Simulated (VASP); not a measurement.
Runs of VASP 6.6.1 on K. It takes space group Im-3m (No. 229, cubic). The conventional cell has a = 5.236 Å, b = 5.236 Å, c = 5.236 Å, α = 90.00°, β = 90.00°, γ = 90.00°. 

```csv
task,level,potentials or basis,cell,k mesh,cutoff (eV),mesh quality,gap on the mesh (eV),pressure (GPa),relaxed volume (Å³/atom)
relaxation of cell and atoms,LDA,"VASP PAW LDA potentials, release 64 (K_sv)",relaxed,12 × 12 × 12,600,not flagged,none,0.0,64.13
relaxation of cell and atoms,PBEsol,"VASP PAW PBE potentials, release 64 (K_sv)",relaxed,4 × 4 × 4,600,coarse,none,0.0,72.77
relaxation of cell and atoms,RPBE,"VASP PAW PBE potentials, release 64 (K_sv)",relaxed,12 × 12 × 12,600,not flagged,none,0.0,(a)
relaxation of cell and atoms,PBEsol,"VASP PAW PBE potentials, release 64 (K_sv)",relaxed,12 × 12 × 12,300,not flagged,none,0.0,68.97
relaxation of cell and atoms,PBEsol,"VASP PAW PBE potentials, release 64 (K_sv)",relaxed,12 × 12 × 12,600,not flagged,none,0.0,(b)
relaxation of cell and atoms,PBEsol,"VASP PAW PBE potentials, release 64 (K_pv)",relaxed,12 × 12 × 12,580,not flagged,none,0.0,71.14
single point,PBEsol,"VASP PAW PBE potentials, release 64 (K_sv)",as given,12 × 12 × 12,520,not flagged,none,0.0,-
relaxation of cell and atoms,PBEsol,"VASP PAW PBE potentials, release 64 (K_sv)",relaxed,12 × 12 × 12,480,not flagged,none,0.0,70.76
```

Alike in all rows: no spin polarisation; smearing gaussian 0.1 eV.

Estimate the missing entries.

(a) 80.27; (b) 70.99.

Caveats: some runs use coarse meshes; the PAW data sets were made with another functional, which shifts forces and pressure a little (some runs); the volume moved by -11 % from the deposited cell, more than functionals usually miss (some runs); the volume moved by +12 % from the deposited cell, more than functionals usually miss (some runs); the cutoff is under 1.25 times the usual one of these potentials, so pressure, stress and relaxed cells hold a basis-set (Pulay) error (some runs).

A gap of «none» marks a metal or a gap under the smearing width.

The runs don't all hold the same shells in valence.

Runs at the PBE level aren't shown here.
